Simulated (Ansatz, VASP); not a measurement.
# Sb (Antimony): VASP beside Ansatz

One calculation is typed for both programs; each brings its own data sets. How far apart do they land? Of the first pair: The structure shown is the start of the Ansatz relaxation below; VASP solves that cell, so the two are compared at the walk's first step.

Method: plane waves, with VASP 6.6.1 beside it; single point at PBE with D3(BJ) and relaxation of cell and atoms at PBE with D3(BJ), in Ansatz 0.2.0.

## 1. The structure

It takes space group R-3m (No. 166, trigonal). The conventional cell has a = 4.338 Å, b = 4.338 Å, c = 11.073 Å, α = 90.00°, β = 90.00°, γ = 120.00°. Sb has 6 Sb at 2.95 to 3.29 Å nearest.

## 2. Ansatz: relaxation, PBE with D3(BJ)

Ansatz runs on its default PAW (the set named soft_2) files.

The two programs are compared at the cell with which this relaxation starts, whose forces are those of its first step.

The input, input.yaml:

```yaml
crystal:
  lattice:
    - [2.1691131452, 1.2523380583, 3.6910232056]
    - [-2.1691131452, 1.2523380583, 3.6910232056]
    - [0.0, -2.5046761166, 3.6910232056]
  atoms:
    - { symbol: Sb, position: [0.2371686732, 0.2371686732, 0.2371686732] }
    - { symbol: Sb, position: [0.7628313268, 0.7628313268, 0.7628313268] }
kpoints:
  mp_grid: { grid: [12, 12, 12] }
hamiltonian:
  xc: pbe
  dispersion: d3bj
scf:
  occupations: { method: fermi_dirac, width: 0.15 }
output:
  forces: true
  stress: true
  eigenvalues: true
relax:
  adjacent_minimum: "off"
  f_tol: 0.001
  max_steps: 60
  cell: { stress_tol: 0.01, fix: [volume] }
```

Run with:

```
> ansatz run input.yaml --threads 8 --pin off --max-ram 14336MiB --backend cpu --events-out ev --progress --plain --runs-dir out
```

Numbers of over 12 decimals in the logs are rounded to 6 here.

What it wrote:

```text
Engine: ansatz 0.2.0, aarch64-unknown-linux-gnu
Pseudopotentials: kind: paw
Pseudopotential: Sb, paw, valence charge 15, recommended cutoff 420 eV (normal), Sb.paw.azcp
Functional definition: PBE
  parameter kappa = 0.804
  parameter beta = 0.066725
  exchange = pbe_x(kappa = kappa, mu = beta*pi^2/3)
  correlation = pbe_c(beta = beta)
Crystal: 2 atoms, lattice volume = 60.159 Å³
Basis set: ecut = 420 eV, 1183 PW (Γ), exchange–correlation on 60×60×60 points (8 copies of the dense FFT grid, shifted against one another)
Bands: 19, of which v1, the nominal top of the filled ones, is band 15 counted from 1 (14 counted from 0)
Symmetry: 12 space group operations
Space group: R-3m (ITA 166), of the structure as read, at distance tolerance 3.9e-5 Å
k-points: 189 of 1728
Non-local potential: Sb, projectors of the file, l = 0: 2, l = 1: 2, l = 2: 2, l = 3: 2
PAW form: soft (Blöchl's): semilocal exchange-correlation on the pseudo side does not see the compensation charge
PAW one-centre angular grid: Sb, 590 points (default); XC on 64 Gauss nodes
Initial density: superposition of atomic densities (neutral atoms: chi_scale 0, normalization atom), corrected by the library's trained network
Initial wavefunctions: pseudopotential atomic-orbital guess
Functional: x = pbe(κ = 0.804, μ = 0.219515), c = pbe(β = 0.066725)
SCF iter   1: F=—  HF=-12969.919203 eV  |F-HF|=—  |Δ(HF+E_count)|=         —  Δρ=1.65e-3  dr2=1.76e-3  ethr=1.77e-3  ⟨swp⟩=5.8  Hψ=17725  notcnv=0
preconditioner: auto → Kerker (q_TF=auto, 2.430 Å⁻¹)  [metal: Δε(μ)=0.036 eV  Ē_g=8.636 eV  σ=0.150 eV  W_gap=0.06  n_scr=14 (ndim 8)  ℏωp=15.1 eV  f_vac=0.002  D(μ)=0.47/eV (n_scr^D=0)]
SCF iter   2: F=—  HF=-12969.917574 eV  |F-HF|=—  |Δ(HF+E_count)|=   1.63e-3  Δρ=9.06e-4  dr2=4.31e-4  ethr=5.87e-6  ⟨swp⟩=2.8  Hψ=8285  notcnv=0
SCF iter   3: F=—  HF=-12969.917637 eV  |F-HF|=—  |Δ(HF+E_count)|=   6.33e-5  Δρ=2.91e-4  dr2=4.00e-5  ethr=1.44e-6  ⟨swp⟩=2.7  Hψ=6280  notcnv=0
SCF iter   4: F=—  HF=-12969.917640 eV  |F-HF|=—  |Δ(HF+E_count)|=   3.51e-6  Δρ=1.01e-4  dr2=5.59e-6  ethr=1.33e-7  ⟨swp⟩=3.0  Hψ=6513  notcnv=0
SCF iter   5: F=—  HF=-12969.917642 eV  |F-HF|=—  |Δ(HF+E_count)|=   1.52e-6  Δρ=2.14e-5  dr2=4.80e-7  ethr=1.86e-8  ⟨swp⟩=2.0  Hψ=6435  notcnv=0
SCF iter   6: F=-12969.917642 eV  HF=-12969.917642 eV  |F-HF|=1.62e-8  |Δ(HF+E_count)|=   3.26e-7  Δρ=7.17e-6  dr2=4.36e-8  ethr=3.33e-10  ⟨swp⟩=6.4  Hψ=16417  notcnv=0
SCF 1 converged in 6 iterations: F = -12969.917642 eV  dr2 = 4.36e-8
  greatest PAW one-centre occupation: 0.996 electrons in one spin orbital (limit 2), on the Sb atom at site 1 (counted from 0), in its partial waves of l = 2
relax step   1: F+E_penalty+E_count = -12969.91764217 eV  Δ(F+E_penalty+E_count) = +0.000e0 eV  max|allowed force component| = 6.295e-2 eV/Å  Δτ_max = 0.0000 Å  P = -0.847 GPa  Ω = 60.159 Å³  fix = [volume]  reactions: volume -0.847 GPa  (6 SCF iters, dr2 threshold 1.00e-7 eV, accepted)
[...]
relax step   2: F+E_penalty+E_count = -12969.91823410 eV  Δ(F+E_penalty+E_count) = -5.919e-4 eV  max|allowed force component| = 1.227e-2 eV/Å  Δτ_max = 0.0106 Å  P = -0.599 GPa  Ω = 60.159 Å³  energy of the carried Pulay correction = +2.996e-16 eV  fix = [volume]  reactions: volume -0.599 GPa  (4 SCF iters, dr2 threshold 2.00e-7 eV, accepted)
[...]
relax step   3: F+E_penalty+E_count = -12969.91832829 eV  Δ(F+E_penalty+E_count) = -9.419e-5 eV  max|allowed force component| = 4.986e-4 eV/Å  Δτ_max = 0.0011 Å  P = -0.611 GPa  Ω = 60.159 Å³  energy of the carried Pulay correction = +4.161e-18 eV  fix = [volume]  reactions: volume -0.611 GPa  (3 SCF iters, dr2 threshold 3.09e-8 eV, accepted)
[...]
relax step   4: F+E_penalty+E_count = -12969.91834216 eV  Δ(F+E_penalty+E_count) = -1.386e-5 eV  max|allowed force component| = 4.172e-5 eV/Å  Δτ_max = 0.0002 Å  P = -0.599 GPa  Ω = 60.159 Å³  fix = [volume]  reactions: volume -0.599 GPa  (4 SCF iters, dr2 threshold 4.13e-9 eV, accepted)
[...]
relax step   5: F+E_penalty+E_count = -12969.91834037 eV  Δ(F+E_penalty+E_count) = +1.790e-6 eV  max|allowed force component| = 4.056e-5 eV/Å  Δτ_max = 0.0000 Å  P = -0.599 GPa  Ω = 60.159 Å³  fix = [volume]  reactions: volume -0.599 GPa  stress off target by 5.34e-3 GPa on what of the cell is left free  SCF on the basis re-selected at this cell (its energy is not comparable with the rows above)  (6 SCF iters)
basis re-selected at this cell: Δ(F+E_penalty+E_count) = +1.790e-6 eV, ΔP = +0.000 GPa vs the last step (what re-selecting the basis moved, of the pressure what is left beyond the Pulay correction that the steps carried, after the strain that the cell walked since its last selection, with what the two solves' SCF thresholds leave and, on support functions, any second-order correction that the steps lacked; it is no m [...]
SCF converged after 6 iterations
Free energy (F): -12969.918340 eV
Harris-Foulkes:  -12969.918340 eV  (|F-HF|=0.00e0)
Internal energy: -12969.880750 eV  (E = F + TS)
E sigma→0 (E₀):  -12969.899545 eV
Entropy (-TS):   -0.037591 eV (-18.795 meV/atom)
Fermi energy:    10.025007 eV
--- Per-component energies (eV) ---
  E_band       = -336.844350
  E_kinetic    = 413.897219
  E_local      = -3175.799974  (includes V_loc(G=0)·N_el)
  E_nonlocal   = 724.314976
  E_hartree    = 1440.930081
  E_xc         = -276.946961
  E_vxc        = -192.575229  (∫ρ·V_xc dr)
  E_paw        = -9150.532456  (= ΣΔE_a)
  E_vpaw       = -988.541486  (= ΣTr[D̂ρ^β])
  E_aug_tail   = -0.000003  (compensation charges beyond the density's cutoff)
  E_ewald      = -2944.794127
  E_disp       = -0.949506  (pairwise vdW)
  E_smearing   = -0.037591  (= −TS)
  E_closure    = -0.000000  (closes the sum)
  Σ components = -12969.918340   (vs F -12969.918340, Δ=0.00e0)
--- Forces (eV/Å), atoms counted from 1 ---
  atom   1  Sb     0.00000000    -0.00000000    -0.00004056
  atom   2  Sb    -0.00000000     0.00000000     0.00004056
  max |Σ_I F_I| component: 9.25e-18 eV/Å
--- Stress (GPa, compression-positive) ---
       -0.601209       0.000000      -0.000000
        0.000000      -0.601209       0.000000
       -0.000000       0.000000      -0.593192
  P = ⅓ Tr σ = -0.5985 GPa (-5.985 kbar)
--- Band table (eV; the first three rows and the last of 189) ---
  k-point 0: bands = [... 11 lower, 5.3387, 8.1183, 8.3253, 8.3253, 12.4733, 12.9212, 12.9212, 15.1347]
  k-point 1: bands = [... 11 lower, 4.9776, 8.1483, 8.3169, 8.4878, 12.3766, 12.6914, 12.6939, 14.8423]
  k-point 2: bands = [... 11 lower, 4.1397, 8.1769, 8.3017, 8.8269, 11.9971, 12.1306, 12.1524, 14.7140]
  k-point 188: bands = [... 11 lower, 0.9699, 8.8948, 8.8948, 9.7106, 10.0829, 10.0829, 11.0309, 17.4370]
--- Relaxed structure (4 steps of the walk, 4 accepted, 1 SCFs on fresh bases) ---
  F+E_penalty+E_count = -12969.91834037 eV   max|allowed force component| = 4.056e-5 eV/Å   (the final SCF, on the basis selected at the relaxed cell)
  cell:  # Å, volume = 60.1592 Å³
    - [2.165161, 1.250056, 3.704509]
    - [-2.165161, 1.250056, 3.704509]
    - [0, -2.500113, 3.704509]
  atoms:
    - { symbol: Sb, position: [0.236294, 0.236294, 0.236294] }
    - { symbol: Sb, position: [0.763706, 0.763706, 0.763706] }
```

## 3. VASP: single point, PBE with D3(BJ), start cell, pair 1

The same cell, functional, mesh and smearing now go to VASP, with its own data sets.

Lines of VASP's logs that name or quote its potential files are left out, and so is its time.

The input, INCAR:

```
SYSTEM = Sb
PREC = Accurate
ENCUT = 400
EDIFF = 1E-06
NELM = 120
ISMEAR = -1
SIGMA = 0.15
LREAL = .FALSE.
ALGO = Normal
GGA = PE
IVDW = 12
NBANDS = 11
LORBIT = 11
LWAVE = .FALSE.
LCHARG = .FALSE.
ISIF = 2
LASPH = .TRUE.
GGA_COMPAT = .FALSE.
KPAR = 2
```

The input, POSCAR:

```
Sb
1.0
    2.1691130000      1.2523380000      3.6910230000
   -2.1691130000      1.2523380000      3.6910230000
    0.0000000000     -2.5046760000      3.6910230000
Sb
2
Direct
    0.2371686657      0.2371686657      0.2371686657
    0.7628313343      0.7628313343      0.7628313343
```

The input, KPOINTS:

```
Automatic mesh
0
Gamma
12 12 12
0 0 0
```

PAW data sets: Sb (PBE family, release 64).

Run with:

```
> mpirun -np 2 vasp_std
```

What it wrote:

```text
[banner, memory and clock lines left out]
running    2 mpi-ranks, on    1 nodes
 distrk:  each k-point on    1 cores,    2 groups
 distr:  one band on    1 cores,    1 groups

 POSCAR found type information on POSCAR Sb
 POSCAR found :  1 types and       2 ions
 LDA part: xc-table for (Slater+PW92), standard interpolation
 POSCAR, INCAR and KPOINTS ok, starting setup
 FFT: planning ... GRIDC
 FFT: planning ... GRID_SOFT
 FFT: planning ... GRID
 WAVECAR not read
 entering main loop
       N       E                     dE             d eps       ncg     rms          rms(c)
DAV:   1     0.292027917469E+02    0.29203E+02   -0.31220E+03  4158   0.577E+02
DAV:   2    -0.674929316554E+01   -0.35952E+02   -0.34893E+02  5444   0.103E+02
DAV:   3    -0.825238451004E+01   -0.15031E+01   -0.14874E+01  5071   0.235E+01
DAV:   4    -0.826517848656E+01   -0.12794E-01   -0.12786E-01  4729   0.260E+00
DAV:   5    -0.826532900123E+01   -0.15051E-03   -0.15051E-03  4793   0.306E-01    0.293E+00
DAV:   6    -0.826658050142E+01   -0.12515E-02   -0.18289E-03  4745   0.322E-01    0.176E+00
DAV:   7    -0.826749362234E+01   -0.91312E-03   -0.45369E-03  4539   0.493E-01    0.866E-02
DAV:   8    -0.826761538583E+01   -0.12176E-03   -0.13134E-04  4857   0.765E-02    0.209E-02
DAV:   9    -0.826763697033E+01   -0.21584E-04   -0.29547E-05  4500   0.352E-02    0.364E-03
DAV:  10    -0.826763795322E+01   -0.98289E-06   -0.24612E-06  4848   0.917E-03
   1 F= -.92168754E+01 E0= -.91968233E+01  d E =-.401041E-01
```

Parts of OUTCAR (step 3):

```text
ion  position               nearest neighbor table
   1  0.237  0.237  0.237-   2 2.95   2 2.95   2 2.95   2 3.29   2 3.29   2 3.29
   2  0.763  0.763  0.763-   1 2.95   1 2.95   1 2.95   1 3.29   1 3.29   1 3.29

  LATTYP: Found a trigonal (rhomboedric) cell.
 ALAT       =     4.4606112204
 COS(alpha) =     0.5270604691

 Subroutine GETGRP returns: Found 12 space group operations
 (whereof 12 operations were pure point group operations)

The static configuration has the point symmetry D_3d.

 Found    189 irreducible k-points:

   k-points           NKPTS =    189   k-points in BZ     NKDIM =    189   number of bands    NBANDS=     11

   dimension x,y,z NGX =    30 NGY =   30 NGZ =   30
   dimension x,y,z NGXF=    60 NGYF=   60 NGZF=   60

   ENCUT  =  400.0 eV  29.40 Ry    5.42 a.u.   7.27  7.27  7.27*2*pi/ulx,y,z

   NELECT =      10.0000    total number of electrons

 k-points in reciprocal lattice and weights: Automatic mesh
   0.00000000  0.00000000  0.00000000       0.001
   0.08333333 -0.00000000  0.00000000       0.003
   0.16666667 -0.00000000  0.00000000       0.003
   0.25000000  0.00000000 -0.00000000       0.003
   0.33333333  0.00000000  0.00000000       0.003
   0.41666667  0.00000000 -0.00000000       0.003
   0.50000000  0.00000000 -0.00000000       0.002
   0.08333333  0.08333333  0.00000000       0.003
   0.16666667  0.08333333 -0.00000000       0.007
[...]
-0.41666667  0.50000000  0.41666667       0.003
   0.50000000  0.50000000  0.50000000       0.001

 average (electrostatic) potential at core
       1 -85.8441       2 -85.8441

 E-fermi :   7.1897

 k-point     1 :       0.0000    0.0000    0.0000
  band No.  band energies     occupation
      1      -5.3600      2.00000
      2       2.5331      2.00000
      3       5.3170      1.99999
      4       5.4992      1.99997
      5       5.4992      1.99997
      6       9.7077      0.00000
      7      10.1194      0.00000
      8      10.1194      0.00000
      9      12.2187      0.00000
     10      12.2187      0.00000
    ...

 k-point     2 :       0.0833   -0.0000    0.0000
  band No.  band energies     occupation
      1      -5.2838      2.00000
      2       2.1676      2.00000
      3       5.3453      1.99999
      4       5.4936      1.99998
      5       5.6733      1.99992
      6       9.5919      0.00000
      7       9.8788      0.00000
      8       9.8904      0.00000
      9      11.9596      0.00000
     10      12.2278      0.00000
    ...

 k-point     3 :       0.1667   -0.0000    0.0000
  band No.  band energies     occupation
      1      -5.0559      2.00000
      2       1.3236      2.00000
      3       5.3774      1.99999
      4       5.4860      1.99998
      5       6.0265      1.99914
      6       9.1799      0.00000
      7       9.2995      0.00000
      8       9.3442      0.00000
      9      11.8576      0.00000
     10      12.3632      0.00000
    ...

 Edisp (eV)   -0.94924

  Total      -0.31327    -0.31327    -0.28753    -0.00000    -0.00000    -0.00000
  in kB      -8.34323    -8.34323    -7.65769    -0.00000    -0.00000    -0.00000
  external pressure =       -8.11 kB  Pullay stress =        0.00 kB

  energy-cutoff  :      400.00
  volume of cell :       60.16
      direct lattice vectors                 reciprocal lattice vectors
     2.169113000  1.252338000  3.691023000     0.230508968  0.133084412  0.090309200
    -2.169113000  1.252338000  3.691023000    -0.230508968  0.133084412  0.090309200
     0.000000000 -2.504676000  3.691023000     0.000000000 -0.266168824  0.090309200

 POSITION                                       TOTAL-FORCE (eV/Angst)
 -----------------------------------------------------------------------------------
      0.00000      0.00000      2.62618         0.000000      0.000000     -0.030361
      0.00000      0.00000      8.44688         0.000000     -0.000000      0.030361
 -----------------------------------------------------------------------------------
    total drift:                               -0.000000      0.000000     -0.000000

  FREE ENERGIE OF THE ION-ELECTRON SYSTEM (eV)
  ---------------------------------------------------
  free  energy   TOTEN  =        -9.2168753531 eV

  energy  without entropy=       -9.1767712092  energy(sigma->0) =       -9.19682328

 total charge
# of ion       s       p       d       tot
------------------------------------------
    1        1.214   1.139   0.036   2.389
    2        1.214   1.139   0.036   2.389
--------------------------------------------------
tot          2.428   2.279   0.071   4.778

[... 3 further parts left out ...]
```

The run ends at a pressure of -0.81 GPa, with forces up to 0.030 eV/Å.

## 4. Side by side

Known differences besides the potentials themselves: the data sets hold 30 valence electrons in Ansatz (on its default PAW (the set named soft_2) files) and 10 in VASP; the cutoff is 420 eV in Ansatz and 400 eV in VASP. Total energies have different zeros and are not compared.

At this near-relaxed geometry the largest component of a force difference is 33 meV/Å.

## 5. What the set-up changes

Further runs change the set-up of one program: Ansatz's method, potentials or start, or VASP's data sets, cutoff or form of LDA. The table gives that difference for each run.

```
                            run  r.m.s. force difference (meV/Å)
                       as above                               19
VASP with the data sets Sb_d_GW                              1.1
   VASP with a cutoff of 500 eV (perhaps on Ansatz's relaxed cell)                               20
```

## 6. Ansatz: relaxation, PBE with D3(BJ)

The two programs are compared at the cell with which this relaxation starts, whose forces are those of its first step. The cell compared in this pair holds 58.38 Å³, against 60.16 Å³ for the pair before.

The structure compared here is the start of the Ansatz relaxation; VASP solves that cell, so the two are compared at the walk's first step.

input.yaml, the sections that differ from step 2:

```yaml
crystal:
  lattice:
    - [2.1475284979, 1.2398761564, 3.6542941699]
    - [-2.1475284979, 1.2398761564, 3.6542941699]
    - [0.0, -2.4797523128, 3.6542941699]
  atoms:
    - { symbol: Sb, position: [0.2371686732, 0.2371686732, 0.2371686732] }
    - { symbol: Sb, position: [0.7628313268, 0.7628313268, 0.7628313268] }
# kpoints, hamiltonian, scf, output, relax: as in step 2
```

Run with:

```
> ansatz run input.yaml --threads 8 --pin off --max-ram 14336MiB --backend cpu --events-out ev --progress --plain --runs-dir out
```

What it wrote:

```text
[...]
Crystal: 2 atoms, lattice volume = 58.381 Å³
Basis set: ecut = 420 eV, 1153 PW (Γ), exchange–correlation on 60×60×60 points (8 copies of the dense FFT grid, shifted against one another)
Bands: 19, of which v1, the nominal top of the filled ones, is band 15 counted from 1 (14 counted from 0)
Symmetry: 12 space group operations
[...]
k-points: 189 of 1728
[...]
k-point 188: bands = [... 11 lower, 1.1900, 9.3573, 9.3573, 10.2391, 10.3924, 10.3924, 11.4049, 18.1423]
--- Relaxed structure (5 steps of the walk, 4 accepted, 1 SCFs on fresh bases) ---
[...]
cell:  # Å, volume = 58.3811 Å³
    - [2.151293, 1.242050, 3.641515]
    - [-2.151293, 1.242050, 3.641515]
    - [0, -2.484100, 3.641515]
  atoms:
    - { symbol: Sb, position: [0.238084, 0.238084, 0.238084] }
    - { symbol: Sb, position: [0.761916, 0.761916, 0.761916] }
[key lines of the parts left out:]
SCF converged after 5 iterations
Free energy (F): -12969.918207 eV
Fermi energy:    10.453694 eV
P = ⅓ Tr σ = 0.6634 GPa (6.634 kbar)
```

## 7. VASP: single point, PBE with D3(BJ), start cell, pair 2

The same cell, functional, mesh and smearing now go to VASP, with its own data sets.

INCAR is that of step 3.

The input, POSCAR:

```
Sb
1.0
    2.1475280000      1.2398760000      3.6542940000
   -2.1475280000      1.2398760000      3.6542940000
    0.0000000000     -2.4797520000      3.6542940000
Sb
2
Direct
    0.2371686569      0.2371686569      0.2371686569
    0.7628313431      0.7628313431      0.7628313431
```

KPOINTS is that of step 3.

Run with:

```
> mpirun -np 2 vasp_std
```

What it wrote:

```text
[... set-up lines as in an earlier step ...]
 entering main loop
       N       E                     dE             d eps       ncg     rms          rms(c)
DAV:   1     0.296367909931E+02    0.29637E+02   -0.31807E+03  4158   0.584E+02
DAV:   2    -0.674339803486E+01   -0.36380E+02   -0.35262E+02  5543   0.103E+02
DAV:   3    -0.822324874532E+01   -0.14799E+01   -0.14620E+01  5062   0.233E+01
DAV:   4    -0.823613421281E+01   -0.12885E-01   -0.12876E-01  4635   0.259E+00
[...]
DAV:   8    -0.823702001204E+01   -0.11501E-03   -0.14537E-04  4816   0.797E-02    0.219E-02
DAV:   9    -0.823704186799E+01   -0.21856E-04   -0.31508E-05  4533   0.367E-02    0.397E-03
DAV:  10    -0.823704281188E+01   -0.94390E-06   -0.27846E-06  4866   0.972E-03
   1 F= -.92161699E+01 E0= -.91963039E+01  d E =-.397320E-01
```

Parts of OUTCAR (step 7):

```text
 Edisp (eV)   -0.97913

  Total       0.37671     0.37671     0.32356     0.00000     0.00000     0.00000
  in kB      10.33820    10.33820     8.87952     0.00000     0.00000     0.00000
  external pressure =        9.85 kB  Pullay stress =        0.00 kB

 POSITION                                       TOTAL-FORCE (eV/Angst)
 -----------------------------------------------------------------------------------
      0.00000      0.00000      2.60005         0.000000      0.000000      0.103983
      0.00000      0.00000      8.36283         0.000000     -0.000000     -0.103983
 -----------------------------------------------------------------------------------
    total drift:                                0.000000      0.000000      0.000000

  FREE ENERGIE OF THE ION-ELECTRON SYSTEM (eV)
  ---------------------------------------------------
  free  energy   TOTEN  =        -9.2161699495 eV

  energy  without entropy=       -9.1764378996  energy(sigma->0) =       -9.19630392

[... 1 part as in an earlier step ...]

[... 2 further parts left out ...]
[key lines of the parts left out:]
E-fermi :   7.5792
```

The run ends at a pressure of 0.99 GPa, with forces up to 0.10 eV/Å.

## 8. Side by side

What differs besides the data sets and the points named for the pairs above, as far as they apply: the data sets hold 30 valence electrons in Ansatz (on its default PAW (the set named soft_2) files) and 10 in VASP. Total energies have different zeros and are not compared.

Forces (eV/Å; atoms numbered as in POSCAR):

```
atom        Ansatz x, y, z          VASP x, y, z
 Sb1   0.000, 0.000, 0.066   0.000, 0.000, 0.104
 Sb2  0.000, 0.000, -0.066  0.000, 0.000, -0.104
```

The forces differ by 22 meV/Å r.m.s., which is 36.2 % of the r.m.s. force of 0.060 eV/Å (both taken over all components).

(Continued in part 2 of 2.)

[Lines on the potential files, build, host, timing and source positions are cut from VASP's logs without a mark.]

[Logs are printed without paths, hosts, clocks, repeated set-up lines and the standing remarks that a program may print on its own settings, such as how far it seeks lower states.]

[Hosts, paths, dates, database ids (printed as entryN), source tags and the programs' standing remarks are cut or masked in the printed files.]

[Rows of further runs with another cutoff or data set may stand on the cell that Ansatz relaxed, not on the start cell of the pair above them.]
